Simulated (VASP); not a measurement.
The system is Mg2Cd3O5.

```
Cd Mg O
1.0
     3.22157    0.00000    0.00000
     0.00000    3.22157    0.00000
     0.00000    0.00000   22.69870
Cd Mg O
6 4 10
Direct
  0.00000 0.00000 0.99588
  0.50000 0.50000 0.10117
  0.00000 0.00000 0.20901
  0.50000 0.50000 0.31591
  0.00000 0.00000 0.42374
  0.50000 0.50000 0.52903
  0.00000 0.00000 0.62792
  0.50000 0.50000 0.71831
  0.00000 0.00000 0.80660
  0.50000 0.50000 0.89700
  0.50000 0.50000 0.99143
  0.00000 0.00000 0.10179
  0.50000 0.50000 0.20856
  0.00000 0.00000 0.31635
  0.50000 0.50000 0.42312
  0.00000 0.00000 0.53348
  0.50000 0.50000 0.62975
  0.00000 0.00000 0.71767
  0.50000 0.50000 0.80724
  0.00000 0.00000 0.89516
```

The cell comes from a database or a generator and needn't be the stable form of this composition.

Base run:

- Program: VASP 6.6.1
- Functional: TB-mBJ
- Potentials or basis: VASP PAW PBE potentials, release 64 (Cd, Mg, O)
- Cutoff: 520 eV
- k mesh: 8 × 8 × 1
- Occupations: fermi-dirac, width 0.05 eV
- Spin: no spin polarisation

Its results: band gap on the k mesh 1.32 eV, indirect (least direct gap 1.88 eV).

**Question.** The run is repeated on the same cell with these changes: functional from TB-mBJ to HSE06; k mesh from 8 × 8 × 1 to 4 × 4 × 1. What comes out?

**Answer.** Band gap on the k mesh 1.06 eV, indirect (least direct gap 1.64 eV).

Several settings changed at once, so the effect can't be laid on one alone.

Caveats: some runs use coarse meshes; an odd mesh through Γ misses points on the zone boundary, where band edges often lie.
